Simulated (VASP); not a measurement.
```yaml
crystal:
  lattice:
    - [4.15382, 0.00000, 0.00000]
    - [0.00000, 4.15382, 0.00000]
    - [0.00000, 0.00000, 5.90346]
  atoms:
    - { symbol: In, position: [0.00000, 0.00000, 0.50000] }
    - { symbol: Ga, position: [0.50000, 0.50000, 0.00000] }
    - { symbol: As, position: [0.50000, 0.00000, 0.77004] }
    - { symbol: As, position: [0.00000, 0.50000, 0.22996] }
```

Calculation: r2SCAN meta-GGA, VASP's PBE PAW potentials (set 64) (plane waves; VASP 6.6.1). Run with 400 eV cut-off, 6×6×4 Γ-centred mesh, tetrahedra with Blöchl corrections, potentials In_d Ga_d As.

Unless said otherwise, spin-orbit coupling is left out, though it shifts the bands of the heavy elements here.

Give the energies of bands 13 to 21 at the high-symmetry points, in eV from the valence-band maximum.

```tsv
band	Γ	X	M	Z	R	A
13	-6.43	-5.69	-6.95	-4.01	-6.49	-6.86
14	-2.62	-5.06	-5.91	-3.91	-6.10	-5.64
15	-2.62	-3.28	-2.73	-1.97	-1.48	-3.34
16	-0.16	-2.99	-2.56	-1.97	-1.13	-3.26
17	0.00	-1.51	-2.56	-1.25	-1.10	-3.14
18	0.00	-0.87	-2.37	-1.25	-0.78	-3.14
19	0.31	2.37	1.76	2.17	0.93	4.62
20	1.83	3.51	1.76	2.29	1.48	4.69
21	2.15	5.24	1.94	3.22	4.61	4.76
```

The gap is direct, 0.31 eV, from the valence maximum at Γ to the conduction minimum at Γ.

The structure comes from a computed database's InGaAs2 entry (P-4m2); how it stands against other phases isn't given here. It was relaxed first.
